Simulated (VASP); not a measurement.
Method: optB88-vdW, VASP's PBE PAW potentials (set 64) (plane waves; VASP).

VASP ran on this input.

File POSCAR:
```
BN bilayer
1
    2.5099648712     0.0000000000     0.0000000000
   -1.2549824356     2.1736937328     0.0000000000
    0.0000000000     0.0000000000    19.0087031879
B N
2 2
Direct
  0.6666670000   0.3333330000   0.4138640000
  0.3333330000   0.6666670000   0.5861360000
  0.3333330000   0.6666670000   0.4138640000
  0.6666670000   0.3333330000   0.5861360000
```

**INCAR**
```
LVHAR = .True.
PARAM2 = 0.22
LUSE_VDW = .True.
PREC = Normal
ISMEAR = 0   ! Gaussian
LCHARG = .False.
ENCUT = 500   ! plane-wave cut-off (eV)
LASPH = .True.
EDIFF = 1E-6   ! SCF stop (eV)
GGA = BO
PARAM1 = 0.1833333333
LORBIT = 11   ! lm-projected
NELMIN = 4
NELM = 100   ! most electronic steps
SYSTEM = BN bilayer
LREAL = .False.   ! projection in real space or not
ALGO = Normal   ! blocked Davidson
AGGAC = 0.0
SIGMA = 0.05
LWAVE = .False.
```

**KPOINTS**
```
Automatic mesh
0
Gamma
12 12 1
0 0 0
```

POTCAR, in this order: B N (PBE.64 set). Program: vasp_std. Read from the step before: WAVECAR.

**Question.** What does the run give for the energy per atom (σ→0), band gap (on the k-mesh)?

**Answer.** 
```json
{
  "energy per atom (σ→0)": "-7.757 eV/atom",
  "band gap (on the k-mesh)": "4.49 eV"
}
```

OSZICAR:
```
...
DAV:   4    -0.310282124328E+02    0.81639E-05   -0.14311E-05   452   0.345E-02    0.486E-04
DAV:   5    -0.310282298998E+02   -0.17467E-04   -0.58436E-05   456   0.712E-02    0.379E-04
DAV:   6    -0.310282157323E+02    0.14167E-04   -0.41870E-05   456   0.600E-02    0.345E-04
DAV:   7    -0.310282267462E+02   -0.11014E-04   -0.15964E-06   432   0.157E-02    0.317E-04
DAV:   8    -0.310282225995E+02    0.41467E-05   -0.19275E-06   436   0.162E-02    0.311E-04
DAV:   9    -0.310282206521E+02    0.19474E-05   -0.64413E-06   472   0.250E-02    0.349E-04
DAV:  10    -0.310282215771E+02   -0.92499E-06   -0.55580E-06   472   0.247E-02
   1 F= -.31028222E+02 E0= -.31028222E+02  d E =-.614502E-18
```

The cell is a sheet with vacuum, built from BN (hex).
